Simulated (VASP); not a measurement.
Given:

```
AgCl
1.0
    0.00000     2.69921     2.69921
    2.69921     0.00000     2.69921
    2.69921     2.69921     0.00000
Ag Cl
1 1
Cartesian
  0.00000   0.00000   0.00000
  2.69921   2.69921   2.69921
```

The numbers are results of PBE GGA with D4 dispersion, VASP's PBE PAW potentials (set 64) (plane waves; VASP), not measurements. Numerical set-up: 520 eV cut-off, 8×8×8 Γ-centred mesh, Gaussian smearing of 0.050 eV, potentials Ag Cl.

### Question
Give the stress tensor in GPa (positive for a compressed cell).

### Answer

```
3.66  0.00  0.00
0.00  3.66  0.00
0.00  0.00  3.66
```
The pressure is its mean diagonal, 3.66 GPa.

The compound is AgCl in the rock salt structure. This cell is one point of a volume scan, at 0.94 of the reference volume.
